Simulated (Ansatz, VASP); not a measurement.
## Si (Si chain with one bond drawn out by 4.0 A) in two plane-wave programs

One calculation is typed for both programs; each brings its own data sets. How far apart do they land? The cell is taken from a series of runs on this material, whose earlier steps may have relaxed, scaled, displaced or heated it; both programs get it as it stands.

Program: Ansatz 0.2.0. Level of theory: plane waves, with VASP 6.6.1 beside it; single point at PBE. Results are calculated unless marked as measured.

## (1) The starting structure

The cell holds 10 atoms: 10 Si. Its edges and angles: a = 7.500 Å, b = 7.500 Å, c = 26.000 Å, α = 90.0°, β = 90.0°, γ = 90.0°. Vacuum lies along a and b. The structure's axis is c.

## (2) VASP: single point, PBE

With cell and atoms fixed, the geometry can't cause a difference; cores, projectors, grids and the points listed under the comparison can.

Lines of VASP's logs that name or quote its potential files are left out, and so is its time.

File INCAR:

```
SYSTEM = Si
PREC = Accurate
ENCUT = 400
EDIFF = 1E-06
NELM = 120
ISMEAR = -1
SIGMA = 0.1
LREAL = .FALSE.
ALGO = Normal
GGA = PE
NBANDS = 30
LORBIT = 11
LWAVE = .FALSE.
LCHARG = .FALSE.
ISIF = 2
LASPH = .TRUE.
GGA_COMPAT = .FALSE.
EFERMI = MIDGAP
KPAR = 2
```

File POSCAR:

```
Si
1.0
    7.5000000000      0.0000000000      0.0000000000
    0.0000000000      7.5000000000      0.0000000000
    0.0000000000      0.0000000000     26.0000000000
Si
10
Direct
    0.5000000000      0.5000000000      0.0000000000
    0.5000000000      0.5000000000      0.0846153846
    0.5000000000      0.5000000000      0.1692307692
    0.5000000000      0.5000000000      0.2538461539
    0.5000000000      0.5000000000      0.3384615385
    0.5000000000      0.5000000000      0.5769230769
    0.5000000000      0.5000000000      0.6615384616
    0.5000000000      0.5000000000      0.7461538462
    0.5000000000      0.5000000000      0.8307692308
    0.5000000000      0.5000000000      0.9153846154
```

File KPOINTS:

```
Automatic mesh
0
Gamma
1 1 4
0 0 0
```

Potentials, in the order of the species: Si (PBE family, release 64).

Run with:

```bash
$ mpirun -np 2 vasp_std
```

Numbers of over 12 decimals in the logs are rounded to 6 here.

The log of the run:

```text
[banner, memory and clock lines left out]
running    2 mpi-ranks, on    1 nodes
 distrk:  each k-point on    1 cores,    2 groups
 distr:  one band on    1 cores,    1 groups

 POSCAR found type information on POSCAR Si
 POSCAR found :  1 types and      10 ions
 LDA part: xc-table for (Slater+PW92), standard interpolation
 POSCAR, INCAR and KPOINTS ok, starting setup
 FFT: planning ... GRIDC
 FFT: planning ... GRID_SOFT
 FFT: planning ... GRID
 WAVECAR not read
 entering main loop
       N       E                     dE             d eps       ncg     rms          rms(c)
DAV:   1     0.184602850067E+03    0.18460E+03   -0.87487E+03   180   0.659E+02
DAV:   2    -0.671806978293E+01   -0.19132E+03   -0.18319E+03   248   0.141E+02
DAV:   3    -0.341743027401E+02   -0.27456E+02   -0.27064E+02   204   0.476E+01
DAV:   4    -0.352219465108E+02   -0.10476E+01   -0.10387E+01   242   0.128E+01
DAV:   5    -0.352590068507E+02   -0.37060E-01   -0.36964E-01   266   0.246E+00    0.854E+00
DAV:   6    -0.340574503966E+02    0.12016E+01   -0.57679E+00   198   0.609E+00    0.532E+00
DAV:   7    -0.344713142596E+02   -0.41386E+00   -0.11586E+01   240   0.898E+00    0.484E+00
DAV:   8    -0.333130280151E+02    0.11583E+01   -0.72515E+00   246   0.610E+00    0.133E+00
DAV:   9    -0.333104163132E+02    0.26117E-02   -0.55226E-01   204   0.255E+00    0.773E-01
DAV:  10    -0.333042525907E+02    0.61637E-02   -0.50068E-02   282   0.875E-01    0.593E-01
DAV:  11    -0.333011803124E+02    0.30723E-02   -0.84672E-03   210   0.333E-01    0.303E-01
DAV:  12    -0.333006780870E+02    0.50223E-03   -0.53914E-03   204   0.256E-01    0.907E-02
DAV:  13    -0.333013740315E+02   -0.69594E-03   -0.83015E-04   216   0.117E-01    0.685E-02
DAV:  14    -0.333033493164E+02   -0.19753E-02   -0.81187E-04   186   0.113E-01    0.297E-02
DAV:  15    -0.333046061969E+02   -0.12569E-02   -0.29870E-04   198   0.768E-02    0.227E-02
DAV:  16    -0.333050472762E+02   -0.44108E-03   -0.32535E-05   228   0.289E-02    0.156E-02
DAV:  17    -0.333058001459E+02   -0.75287E-03   -0.11308E-04   198   0.499E-02    0.894E-03
DAV:  18    -0.333058856264E+02   -0.85480E-04   -0.69379E-06   180   0.130E-02    0.554E-03
DAV:  19    -0.333059897844E+02   -0.10416E-03   -0.14991E-05   164   0.178E-02    0.224E-03
DAV:  20    -0.333060177883E+02   -0.28004E-04   -0.44945E-06   174   0.863E-03    0.203E-03
DAV:  21    -0.333060273464E+02   -0.95581E-05   -0.10337E-06   160   0.366E-03    0.754E-04
DAV:  22    -0.333060343266E+02   -0.69802E-05   -0.80637E-07   108   0.283E-03    0.694E-04
DAV:  23    -0.333060355917E+02   -0.12651E-05   -0.12231E-07   138   0.120E-03    0.442E-04
DAV:  24    -0.333060364268E+02   -0.83511E-06   -0.79807E-08   108   0.102E-03
   1 F= -.33306036E+02 E0= -.33116051E+02  d E =-.379971E+00
```

OUTCAR, selected parts (step 2):

```text
ion  position               nearest neighbor table
   1  0.500  0.500  0.000-   2 2.20  10 2.20
   2  0.500  0.500  0.085-   1 2.20   3 2.20
   3  0.500  0.500  0.169-   2 2.20   4 2.20
   4  0.500  0.500  0.254-   5 2.20   3 2.20
   5  0.500  0.500  0.338-   4 2.20
   6  0.500  0.500  0.577-   7 2.20
   7  0.500  0.500  0.662-   8 2.20   6 2.20
   8  0.500  0.500  0.746-   7 2.20   9 2.20
   9  0.500  0.500  0.831-   8 2.20  10 2.20
  10  0.500  0.500  0.915-   1 2.20   9 2.20

  LATTYP: Found a simple tetragonal cell.
 ALAT       =     7.5000000000
 C/A-ratio  =     3.4666666667

 Subroutine GETGRP returns: Found 16 space group operations
 (whereof  8 operations were pure point group operations)

The static configuration has the point symmetry C_4v.
 The point group associated with its full space group is D_4h.

 Found      3 irreducible k-points:

   k-points           NKPTS =      3   k-points in BZ     NKDIM =      3   number of bands    NBANDS=     30

   dimension x,y,z NGX =    50 NGY =   50 NGZ =  180
   dimension x,y,z NGXF=   100 NGYF=  100 NGZF=  360

   ENCUT  =  400.0 eV  29.40 Ry    5.42 a.u.  12.23 12.23 42.40*2*pi/ulx,y,z

   NELECT =      40.0000    total number of electrons

 k-points in reciprocal lattice and weights: Automatic mesh
   0.00000000  0.00000000  0.00000000       0.250
   0.00000000  0.00000000  0.25000000       0.500
   0.00000000  0.00000000  0.50000000       0.250

 average (electrostatic) potential at core
       1 -92.8655       2 -92.7924       3 -93.0365       4 -92.4421       5 -93.0847
       6 -93.0847       7 -92.4421       8 -93.0365       9 -92.7924      10 -92.8655

 E-fermi :  -3.4962

 k-point     1 :       0.0000    0.0000    0.0000
  band No.  band energies     occupation
    ...
     16      -4.2657      1.99909
     17      -4.2657      1.99909
     18      -3.8268      1.92925
     19      -3.8268      1.92925
     20      -3.5694      1.35073
     21      -3.3518      0.38200
     22      -3.3518      0.38200
     23      -2.6816      0.00058
     24      -2.6816      0.00058
     25      -2.2590      0.00001
    ...

 k-point     2 :       0.0000    0.0000    0.2500
  band No.  band energies     occupation
    ...
     16      -4.2652      1.99909
     17      -4.2652      1.99909
     18      -3.8279      1.93000
     19      -3.8279      1.93000
     20      -3.5782      1.38843
     21      -3.3500      0.37634
     22      -3.3500      0.37634
     23      -2.6843      0.00060
     24      -2.6843      0.00060
     25      -2.2376      0.00001
    ...

 k-point     3 :       0.0000    0.0000    0.5000
  band No.  band energies     occupation
    ...
     16      -4.2648      1.99908
     17      -4.2648      1.99908
     18      -3.8290      1.93074
     19      -3.8290      1.93074
     20      -3.5868      1.42439
     21      -3.3482      0.37073
     22      -3.3482      0.37073
     23      -2.6870      0.00061
     24      -2.6870      0.00061
     25      -2.2155      0.00001
    ...

  Total        1.1508021      1.1508021     -1.5665526      0.0000000     -0.0000000     -0.0000000
  in kB        1.2607105      1.2607105     -1.7161676      0.0000000     -0.0000000     -0.0000000
  external PRESSURE =       0.2684178 kB  Pullay stress =       0.0000000 kB

  energy-cutoff  :      400.00
  volume of cell :     1462.50
      direct lattice vectors                 reciprocal lattice vectors
     7.500000000  0.000000000  0.000000000     0.133333333  0.000000000  0.000000000
     0.000000000  7.500000000  0.000000000     0.000000000  0.133333333  0.000000000
     0.000000000  0.000000000 26.000000000     0.000000000  0.000000000  0.038461538

 POSITION                                       TOTAL-FORCE (eV/Angst)
 -----------------------------------------------------------------------------------
      3.75000      3.75000      0.00000        -0.000000     -0.000000      0.489983
      3.75000      3.75000      2.20000        -0.000000      0.000000      0.231675
      3.75000      3.75000      4.40000        -0.000000      0.000000      0.142637
      3.75000      3.75000      6.60000         0.000000     -0.000000      0.118748
      3.75000      3.75000      8.80000        -0.000000     -0.000000     -0.376931
      3.75000      3.75000     15.00000        -0.000000     -0.000000      0.376931
      3.75000      3.75000     17.20000        -0.000000     -0.000000     -0.118748
      3.75000      3.75000     19.40000        -0.000000      0.000000     -0.142637
      3.75000      3.75000     21.60000        -0.000000     -0.000000     -0.231675
      3.75000      3.75000     23.80000        -0.000000      0.000000     -0.489983
 -----------------------------------------------------------------------------------
    total drift:                                0.000000     -0.000000      0.000002

  FREE ENERGIE OF THE ION-ELECTRON SYSTEM (eV)
  ---------------------------------------------------
  free  energy   TOTEN  =       -33.3060364268 eV

  energy  without entropy=      -32.9260651517  energy(sigma->0) =      -33.11605079

 total charge
# of ion       s       p       d       tot
------------------------------------------
    1        0.846   0.793   0.000   1.639
    2        0.824   0.820   0.000   1.644
    3        0.815   0.819   0.000   1.634
    4        0.814   0.856   0.000   1.670
    5        0.923   0.637   0.000   1.560
    6        0.923   0.637   0.000   1.560
    7        0.814   0.856   0.000   1.670
    8        0.815   0.819   0.000   1.634
    9        0.824   0.820   0.000   1.644
   10        0.846   0.793   0.000   1.639
--------------------------------------------------
tot          8.443   7.850   0.000  16.293
```

## (3) Ansatz: single point, PBE

Ansatz runs on its default PAW (the set named soft_2) files.

The same cell, functional, mesh and smearing now go to Ansatz, which takes its cutoff from its data sets.

File input.yaml:

```yaml
crystal:
  lattice:
    - [7.5, 0.0, 0.0]
    - [0.0, 7.5, 0.0]
    - [0.0, 0.0, 26.0]
  atoms:
    - { symbol: Si, position: [0.5, 0.5, 0.0] }
    - { symbol: Si, position: [0.5, 0.5, 0.0846153846] }
    - { symbol: Si, position: [0.5, 0.5, 0.1692307692] }
    - { symbol: Si, position: [0.5, 0.5, 0.2538461538] }
    - { symbol: Si, position: [0.5, 0.5, 0.3384615385] }
    - { symbol: Si, position: [0.5, 0.5, 0.5769230769] }
    - { symbol: Si, position: [0.5, 0.5, 0.6615384615] }
    - { symbol: Si, position: [0.5, 0.5, 0.7461538462] }
    - { symbol: Si, position: [0.5, 0.5, 0.8307692308] }
    - { symbol: Si, position: [0.5, 0.5, 0.9153846154] }
kpoints:
  mp_grid: { grid: [1, 1, 4] }
hamiltonian:
  xc: pbe
scf:
  occupations: { method: fermi_dirac, width: 0.1 }
  convergence: { dr2_threshold: 1.0e-08 }
output:
  transmission:
    leads: [[0, 1]]
    e_range: [-2.0, 2.0]
    de: 0.05
    kmesh: [1, 1]
    reduced_basis: true
  write_potential: true
  write_density: true
  volumetric_format: npy
  elf: true
```

Run with:

```bash
$ ansatz run input.yaml --threads 4 --pin off --max-ram 8192MiB --backend cpu --events-out ev --progress --plain --runs-dir out
```

The log of the run:

```text
Engine: ansatz 0.2.0, aarch64-unknown-linux-gnu
Pseudopotentials: kind: paw
Pseudopotential: Si, paw, valence charge 4, recommended cutoff 420 eV (normal), Si.paw.azcp
Functional definition: PBE
  parameter kappa = 0.804
  parameter beta = 0.066725
  exchange = pbe_x(kappa = kappa, mu = beta*pi^2/3)
  correlation = pbe_c(beta = beta)
Crystal: 10 atoms, lattice volume = 1462.500 Å³
Basis set: ecut = 420 eV, 28607 PW (Γ)
Bands: 30, of which v1, the nominal top of the filled ones, is band 20 counted from 1 (19 counted from 0)
Symmetry: 16 space group operations
Space group: P4/mmm (ITA 123), of the structure as read, at distance tolerance 1.1e-4 Å
k-points: 3 of 4
Non-local potential: Si, projectors of the file, l = 0: 2, l = 1: 2, l = 2: 2
PAW form: soft (Blöchl's): semilocal exchange-correlation on the pseudo side does not see the compensation charge
PAW one-centre angular grid: Si, 110 points (default); XC on 64 Gauss nodes
Initial density: superposition of atomic densities (neutral atoms: chi_scale 0, normalization atom), corrected by the library's trained network
Initial wavefunctions: pseudopotential atomic-orbital guess
Functional: x = pbe(κ = 0.804, μ = 0.219515), c = pbe(β = 0.066725)
SCF iter   1: F=—  HF=-6337.354992 eV  |F-HF|=—  |Δ(HF+E_count)|=         —  Δρ=5.08e-3  dr2=3.32e0  ethr=1.77e-3  ⟨swp⟩=8.0  Hψ=529  notcnv=0
preconditioner: auto → LDOS  [insulator: Δε(μ)=0.321 eV  Ē_g=5.340 eV  σ=0.100 eV  W_gap=0.66  n_scr=84 (ndim 8)  ℏωp=6.1 eV  f_vac=0.597  D(μ)=8.84/eV (n_scr^D=28)  ε∞_Penn≈2.3  β→1.0]
SCF iter   2: F=—  HF=-6337.269306 eV  |F-HF|=—  |Δ(HF+E_count)|=   8.57e-2  Δρ=3.17e-3  dr2=5.90e-1  ethr=1.77e-3  ⟨swp⟩=3.0  Hψ=205  notcnv=0
SCF iter   3: F=—  HF=-6337.201228 eV  |F-HF|=—  |Δ(HF+E_count)|=   6.81e-2  Δρ=1.73e-3  dr2=4.42e-1  ethr=1.48e-3  ⟨swp⟩=3.0  Hψ=204  notcnv=0
SCF iter   4: F=—  HF=-6337.181989 eV  |F-HF|=—  |Δ(HF+E_count)|=   1.92e-2  Δρ=7.77e-4  dr2=6.87e-2  ethr=1.10e-3  ⟨swp⟩=1.0  Hψ=114  notcnv=0
SCF iter   5: F=—  HF=-6337.178171 eV  |F-HF|=—  |Δ(HF+E_count)|=   3.82e-3  Δρ=1.89e-4  dr2=2.12e-3  ethr=1.72e-4  ⟨swp⟩=1.0  Hψ=90  notcnv=0
SCF iter   6: F=—  HF=-6337.178217 eV  |F-HF|=—  |Δ(HF+E_count)|=   4.67e-5  Δρ=6.71e-5  dr2=2.97e-4  ethr=5.31e-6  ⟨swp⟩=2.7  Hψ=150  notcnv=0
SCF iter   7: F=—  HF=-6337.178189 eV  |F-HF|=—  |Δ(HF+E_count)|=   2.84e-5  Δρ=1.89e-5  dr2=2.08e-5  ethr=7.43e-7  ⟨swp⟩=2.0  Hψ=150  notcnv=0
SCF iter   8: F=—  HF=-6337.178185 eV  |F-HF|=—  |Δ(HF+E_count)|=   3.97e-6  Δρ=5.32e-6  dr2=1.16e-6  ethr=5.21e-8  ⟨swp⟩=2.0  Hψ=132  notcnv=0
SCF iter   9: F=—  HF=-6337.178032 eV  |F-HF|=—  |Δ(HF+E_count)|=   1.53e-4  Δρ=2.63e-6  dr2=5.28e-7  ethr=2.91e-9  ⟨swp⟩=2.3  Hψ=151  notcnv=0
SCF iter  10: F=—  HF=-6337.178032 eV  |F-HF|=—  |Δ(HF+E_count)|=   5.25e-8  Δρ=7.41e-7  dr2=1.88e-8  ethr=1.32e-9  ⟨swp⟩=2.0  Hψ=144  notcnv=0
SCF iter  11: F=-6337.178032 eV  HF=-6337.178032 eV  |F-HF|=1.57e-9  |Δ(HF+E_count)|=   2.55e-9  Δρ=2.23e-7  dr2=2.95e-9  ethr=2.50e-11  ⟨swp⟩=5.3  Hψ=252  notcnv=0
SCF 1 converged in 11 iterations: F = -6337.178032 eV  dr2 = 2.95e-9
  greatest PAW one-centre occupation: 0.738 electrons in one spin orbital (limit 2), on the Si atom at site 5 (counted from 0), in its partial waves of l = 0
transmission: 33 of 198 steps passed
transmission: 66 of 198 steps passed
[...]
transmission: 198 of 198 steps passed
WARN: The output density's exchange-correlation potential varies sharply where the density is thin. Do not read a vacuum level from v_tot or v_xc, or from such a field of the output density. On a cell that repeats whose density bears no net charge and no dipole along the vacuum's axis use v_es (v_loc + v_h of the components); under efield.dipole_correction with no amplitude use v_es + v_field, which holds any externa [...]
SCF converged after 11 iterations
Free energy (F): -6337.178032 eV
Harris-Foulkes:  -6337.178032 eV  (|F-HF|=1.57e-9)
Internal energy: -6336.799369 eV  (E = F + TS)
E sigma→0 (E₀):  -6336.988701 eV
Entropy (-TS):   -0.378663 eV (-37.866 meV/atom)
Fermi energy:    -3.441601 eV
--- Per-component energies (eV) ---
  E_band       = -292.918371
  E_kinetic    = 368.421558
  E_local      = -1947.945811  (includes V_loc(G=0)·N_el)
  E_nonlocal   = 264.556019
  E_hartree    = 738.470915
  E_xc         = -528.954369
  E_vxc        = -434.920623  (∫ρ·V_xc dr)
  E_paw        = -5122.929517  (= ΣΔE_a)
  E_vpaw       = -19.970974  (= ΣTr[D̂ρ^β])
  E_aug_tail   = 0.000073  (compensation charges beyond the density's cutoff)
  E_ewald      = -108.418238
  E_smearing   = -0.378663  (= −TS)
  E_closure    = 0.000000  (closes the sum)
  Σ components = -6337.178032   (vs F -6337.178032, Δ=0.00e0)
--- Band table (eV) ---
  k-point 0: bands = [... 16 lower, -4.2101, -3.7712, -3.7712, -3.5169, -3.2961, -3.2961, -2.6250, -2.6250, ... 6 higher]
  k-point 1: bands = [... 16 lower, -4.2096, -3.7723, -3.7723, -3.5256, -3.2942, -3.2942, -2.6277, -2.6277, ... 6 higher]
  k-point 2: bands = [... 16 lower, -4.2092, -3.7734, -3.7734, -3.5343, -3.2924, -3.2924, -2.6304, -2.6304, ... 6 higher]
--- Transmission ---
  basis      : 497 plane waves across, 33 finite elements along
  points     : 1, standing for a mesh of 1 x 1
  energies   : 81 from -2.000000 to 2.000000 eV about the Fermi level, 0.050000 eV apart; the leads are filled to 0.000000 eV, and channels, transmission and decay are at 0.000000 eV
  crystal 0  : Si1, at the sites [0, 1], period 2.2000 Å, over 22.00 Å; its Hamiltonian steps by up to 40.7 meV: too much for a lead, lay more layers or, if its atoms are ordered, name the step of that order
    offset         : up to 0.0000 Å between an atom of the period and one for which it stands
    channels       : 3.000000e0 a spin
    conductance    : none, the energies end too early or step too widely for 300 K: set another output.transmission.e_range or a lower de, or, where they end at an eighth of basis.ecutwfc, a higher one
  junction   : crystal 0 to crystal 0, -0.40 to 23.40 Å
    transmission   : 7.380315e-4 a spin
    error estimate : 5.282375e-9 a spin from the reduction of the transverse basis, at the most 6.917576e-8 at 2.000000 eV
    conductance    : none, the energies end too early or step too widely for 300 K: set another output.transmission.e_range or a lower de, or, where they end at an eighth of basis.ecutwfc, a higher one
```

## (4) Side by side

Known differences besides the potentials themselves: the cutoff is 420 eV in Ansatz and 400 eV in VASP. Total energies have different zeros and are not compared.

Both answers:

| quantity | Ansatz | VASP | difference |
| --- | --- | --- | --- |
| gap on the k mesh (eV) | 0.221 | 0.218 | +0.003 |

A gap on the mesh is an upper bound, since the band edges may lie between its points.

## (5) Results

```
difference in gap on the k mesh (single point, PBE) : 0.0032 eV
```

**Reading.** The difference in gap on the k mesh is 0.0032 eV (single point, PBE), within the 0.08 eV picked in this series as the mark of a large difference. 1 further run of this series is not shown here. Such differences can come from data sets, numerical settings and the points named under the comparisons, not from the functional's error against experiment.

[Lines on the potential files, build, host, timing and source positions are cut from VASP's logs without a mark.]

[Logs are printed without paths, hosts, clocks, repeated set-up lines and the standing remarks that a program may print on its own settings, such as how far it seeks lower states.]

[Hosts, paths, dates, database ids (printed as entryN), source tags and the programs' standing remarks are cut or masked in the printed files.]
